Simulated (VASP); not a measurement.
# Lattice of SnSe2 across functionals and dispersion corrections, part 3 of 3

Which functional gives the lattice of SnSe2 as experiment finds it, and is a dearer one worth its cost? LASPH is on for some levels and off for others; the table marks which. The start is a cell from a database of measured crystal structures.

VASP 6.6.1, plane waves and PAW; the level of theory is named at each step.

So far. Step 3 (Relaxation with LDA): It ends at 24.63 Å³/atom, -4.3 % from the start, with -0.01 GPa left. The conventional cell has a = 3.809 and c = 5.880 Å. Step 4 (Relaxation with r2SCAN): It ends at 27.90 Å³/atom, +8.4 % from the start, with -0.03 GPa left. The conventional cell has a = 3.843 and c = 6.545 Å.

## 5. Relaxation with PBE + D3(BJ)

This step: PBE with D3(BJ); plane waves and PAW (Sn_d, Se) (VASP 6.6.1).

A dispersion term adds the long-range attraction that semilocal functionals lack. D3 with Becke-Johnson damping keeps a finite attraction at short range.

Contents of INCAR:

```
SYSTEM = SnSe2
PREC = Accurate
ENCUT = 520
EDIFF = 1E-06
NELM = 100
ISMEAR = -1
SIGMA = 0.05
LREAL = .FALSE.
ALGO = Normal
GGA = PE
IVDW = 12
NBANDS = 19
LORBIT = 11
LWAVE = .FALSE.
LCHARG = .FALSE.
KPAR = 2
IBRION = 2
NSW = 60
ISIF = 3
EDIFFG = -0.01
```

Contents of POSCAR:

```
SnSe2
1.0
    3.8110000000      0.0000000000      0.0000000000
   -1.9055000000      3.3004228138      0.0000000000
    0.0000000000      0.0000000000      6.1360000000
Sn Se
1 2
Direct
    0.0000000000      0.0000000000      0.0000000000
    0.3333333333      0.6666666667      0.2490000000
    0.6666666667      0.3333333333      0.7510000000
```

Contents of KPOINTS:

```
Automatic mesh
0
Gamma
8 8 5
0 0 0
```

Potentials, in the order of the species: Sn_d and Se (PBE family, release 64).

Command:

```
mpirun -np 2 vasp_std
```

The log of the run:

```text
[... set-up lines as in an earlier step ...]
 entering main loop
       N       E                     dE             d eps       ncg     rms          rms(c)
[... 12 cycles as in an earlier step ...]
   1 F= -.12826252E+02 E0= -.12826241E+02  d E =-.128263E+02
[... from here on, the cycles between the ionic steps are left out ...]
   2 F= -.12845902E+02 E0= -.12845817E+02  d E =-.196504E-01
   3 F= -.12877990E+02 E0= -.12877959E+02  d E =-.517377E-01
   4 F= -.12877989E+02 E0= -.12877960E+02  d E =-.517374E-01
   5 F= -.12881925E+02 E0= -.12881889E+02  d E =-.393522E-02
   6 F= -.12883862E+02 E0= -.12883814E+02  d E =-.587258E-02
   7 F= -.12883970E+02 E0= -.12883918E+02  d E =-.598055E-02
   8 F= -.12886004E+02 E0= -.12885949E+02  d E =-.203373E-02
   9 F= -.12890664E+02 E0= -.12890598E+02  d E =-.669428E-02
  10 F= -.12892981E+02 E0= -.12892807E+02  d E =-.901133E-02
  11 F= -.12893362E+02 E0= -.12893243E+02  d E =-.939242E-02
  12 F= -.12893441E+02 E0= -.12893311E+02  d E =-.785794E-04
  13 F= -.12894121E+02 E0= -.12893997E+02  d E =-.758385E-03
  14 F= -.12894121E+02 E0= -.12893998E+02  d E =-.758637E-03
[...]
reached required accuracy - stopping structural energy minimisation
```

The job ended after 1.7 min (2 MPI ranks of Intel Xeon 6975P-C (Granite Rapids), shared host; peak memory 0.47 GiB).

From OUTCAR (step 5):

```text
 Edisp (eV)   -1.09274

 Edisp (eV)   -1.09257

  Total       0.02332     0.02332    -0.01928     0.00000     0.00000    -0.00000
  in kB       0.48727     0.48727    -0.40282     0.00000     0.00000    -0.00000
  external pressure =        0.19 kB  Pullay stress =        0.00 kB

 POSITION                                       TOTAL-FORCE (eV/Angst)
 -----------------------------------------------------------------------------------
      0.00000      0.00000      0.00000        -0.000000      0.000000      0.000000
     -0.00000      2.21692      1.59574         0.000000     -0.000000     -0.009079
      1.91991      1.10846      4.40967        -0.000000      0.000000      0.009079
 -----------------------------------------------------------------------------------
    total drift:                               -0.000000     -0.000000     -0.000000

  FREE ENERGIE OF THE ION-ELECTRON SYSTEM (eV)
  ---------------------------------------------------
  free  energy   TOTEN  =       -12.8941209950 eV

  energy  without entropy=      -12.8938741393  energy(sigma->0) =      -12.89399757

[... 2 parts as in an earlier step ...]

[... 2 further parts left out ...]
[key lines of the parts left out:]
E-fermi :   4.6642
```

Relaxation path:

```
step  energy less that of the first step (eV)  largest force (eV/Å)  pressure (GPa)  volume (Å³)
   1                                   0.0000                0.8186            3.32        77.18
   2                                  -0.0197                0.2899           -2.88        83.29
   3                                  -0.0517                0.1643           -0.43        80.49
   4                                  -0.0517                0.1759           -0.35        80.42
   5                                  -0.0557                0.1295           -0.22        79.89
   6                                  -0.0576                0.0788           -0.05        79.31
   7                                  -0.0577                0.0637            0.01        79.14
   8                                  -0.0598                0.0466           -0.06        78.92
   9                                  -0.0644                0.0032           -0.25        78.23
  10                                  -0.0667                0.0974           -0.45        76.83
  11                                  -0.0671                0.0675           -0.38        77.25
  12                                  -0.0672                0.0480            0.43        76.13
  13                                  -0.0679                0.0077            0.03        76.67
  14                                  -0.0679                0.0091            0.02        76.68
```

```
conventional cell, symmetrised  before  after  change
                         a (Å)   3.811  3.840  +0.8 %
                         b (Å)   3.811  3.840  +0.8 %
                         c (Å)   6.136  6.005  -2.1 %
              volume (Å³/atom)   25.73  25.56  -0.6 %
```

The atoms that moved most (Å, as changes of fractional coordinates times the final cell):

```
atom     dx     dy      dz  length
 Se2  0.000  0.000   0.100   0.100
 Se3  0.000  0.000  -0.100   0.100
```

Final coordinates:

```xyz
3
Lattice="3.8398 0.0000 0.0000 -1.9199 3.3254 0.0000 0.0000 0.0000 6.0054" Properties=species:S:1:pos:R:3 pbc="T T T"
Sn    0.0000    0.0000    0.0000
Se    0.0000    2.2169    1.5957
Se    1.9199    1.1085    4.4097
```

It ends at 25.56 Å³/atom, -0.6 % from the start, with 0.02 GPa left. The conventional cell has a = 3.840 and c = 6.005 Å. Against plain PBE, the dispersion term moves a by -0.8 % and c by -13.3 %.

## 6. The cells as a table

This step: relaxed cells at several levels; plane waves and PAW (VASP 6.6.1).

This step runs nothing: it gathers the runs above.

Lengths are those of the conventional cell; cost is the wall time of each run, as given at its step, times its ranks, without the set-up around it; LASPH differs between rows, which moves results and costs too. Results by level, by row:

```
       level  volume (Å³/atom)  change from the start (%)  a (Å)  c (Å)  cost (core minutes)  LASPH
         PBE             29.99                       16.6  3.873  6.928                  4.3    off
         LDA             24.63                       -4.3  3.809   5.88                  4.1    off
      r2SCAN              27.9                        8.4  3.843  6.545                 13.7     on
PBE + D3(BJ)             25.56                       -0.6   3.84  6.005                 3.37    off
```

## 7. Results

```yaml
volume_pbe: 29.99 Å³/atom
volume_lda: 24.63 Å³/atom
volume_r2scan: 27.90 Å³/atom
volume_pbe_d3_bj: 25.56 Å³/atom
```

**Reading.** For SnSe2 the levels give volumes between 24.63 Å³/atom (LDA) and 29.99 Å³/atom (PBE), a spread of 21.8 %, while the cost of the finished runs spans a factor of 4.1. No level comes within 1 % of experiment on every length. Thermal and zero-point expansion, often some tenths of a per cent in length, bear on this order: with the measured lengths lowered by an assumed 0.4 % the nearest is still PBE + D3(BJ). The costs hold the number of ionic steps as well as the price of the functional. Adding D3(BJ) to PBE changes the volume by -14.8 % (a by -0.8 % and c by -13.3 %). The bonds form layers, and the correction acts mostly on one axis: the spacing that dispersion holds. Within 0.02 Å all end in space group P-3m1; the runs can't lower the symmetry of the start. LASPH is on for some levels and off for others, so differences between them are not the functional's alone. Each is a single relaxation on the plane waves of the start cell, so larger changes of volume carry a basis-set error that was not tested here.

Calculation against experiment:

| quantity | measured | PBE | LDA | r2SCAN | PBE + D3(BJ) |
| --- | --- | --- | --- | --- | --- |
| lattice constant a (Å) | 3.81043 | 3.873 (+1.6 %) | 3.809 (-0.0 %) | 3.843 (+0.8 %) | 3.840 (+0.8 %) |
| lattice constant c (Å) | 6.13279 | 6.928 (+13.0 %) | 5.880 (-4.1 %) | 6.545 (+6.7 %) | 6.005 (-2.1 %) |

Measured values from pmc:4726434 (2016).

Verdict: For the lattice constant a, of the levels listed nearest comes LDA (-0.0 %, good agreement) and farthest PBE (+1.6 %, a clear miss). For the lattice constant c, of the levels listed nearest comes PBE + D3(BJ) (-2.1 %, a clear miss) and farthest PBE (+13.0 %, a clear miss). The grades are ours: good and fair within 0.7 and 1.5 % for the lattice constant a and 0.8 and 2 % for the lattice constant c. Zero-point motion and thermal expansion are not in the computed lattice constants.

[Lines on the potential files, build, host, timing and source positions are cut from VASP's logs without a mark.]

[Logs are printed without paths, hosts, clocks, repeated set-up lines and the standing remarks that a program may print on its own settings, such as how far it seeks lower states.]

[Hosts, paths, dates, database ids (printed as entryN), source tags and the programs' standing remarks are cut or masked in the printed files.]

[A measured line is paired with the nearest computed mode of its activity, which favours agreement.]
